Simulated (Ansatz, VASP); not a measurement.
## One calculation of NbB2, two programs

The input INCAR:

```
PREC     = Accurate       # precision mode
ENCUT    = 520            # plane-wave cutoff, eV
EDIFF    = 1E-7           # SCF threshold, eV
ISMEAR   = 0              # smearing method
SIGMA    = 0.15           # smearing width, eV
LREAL    = F              # projectors in reciprocal space
LASPH    = T              # aspherical terms in the spheres
NELM     = 60             # most SCF steps
ALGO     = Normal         # electronic algorithm
ISIF     = 2              # what is computed and relaxed
LWAVE    = F              # write WAVECAR
LCHARG   = F              # write CHGCAR
NBANDS   = 16             # bands
```

Contents of KPOINTS:

```
regular mesh
0
Gamma
  18 18 14
```

Contents of POSCAR:

```
NbB2
1.0
    2.9951814504      0.0000000000      0.0000000000
   -1.4975907252      2.5939032250      0.0000000000
    0.0000000000      0.0000000000      3.4453877630
Nb B
1 2
Direct
    0.0000000000      0.0000000000      0.0000000000
    0.3333333333      0.6666666667      0.5000000000
    0.6666666667      0.3333333333      0.5000000000
```

Input for Ansatz:

```yaml
crystal:
  lattice:
    - [2.9951814504, 0.0, 0.0]
    - [-1.4975907252, 2.593903225, 0.0]
    - [0.0, 0.0, 3.445387763]
  atoms:
    - { symbol: Nb, position: [0.0, 0.0, 0.0] }
    - { symbol: B, position: [0.3333333333, 0.6666666667, 0.5] }
    - { symbol: B, position: [0.6666666667, 0.3333333333, 0.5] }
basis:
  ecutwfc: 420
kpoints:
  mp_grid: { grid: [18, 18, 14] }
hamiltonian:
  xc: lda
scf:
  occupations: { method: gaussian, width: 0.15 }
output:
  forces: true
  stress: true
  eigenvalues: true
```

Change from the starting cell: strain -0.025 along x and y, +0.050 along z, atoms carried along.

Alike in both runs: task single point; functional LDA; k mesh 18 × 18 × 14; occupations gaussian, width 0.15 eV; no spin polarisation.

|  | VASP | Ansatz |
| --- | --- | --- |
| version | VASP 6.6.1 | Ansatz 0.2.0 |
| potentials or method | VASP PAW LDA potentials, release 64 (Nb_sv, B) | scalar-relativistic, plane waves, PAW |
| plane-wave cutoff (eV) | 520 | 420 |
| valence electrons in the cell | 19 | 19 |

```csv
,VASP,Ansatz,Ansatz less VASP
gap on the k mesh at the Fermi level (eV),none,none,-
pressure (GPa),2.6,2.5,-0.07
largest component of the traceless stress (GPa),11.90,11.74,-0.160
```

A gap of «none» marks a metal or a gap that the smearing closes.
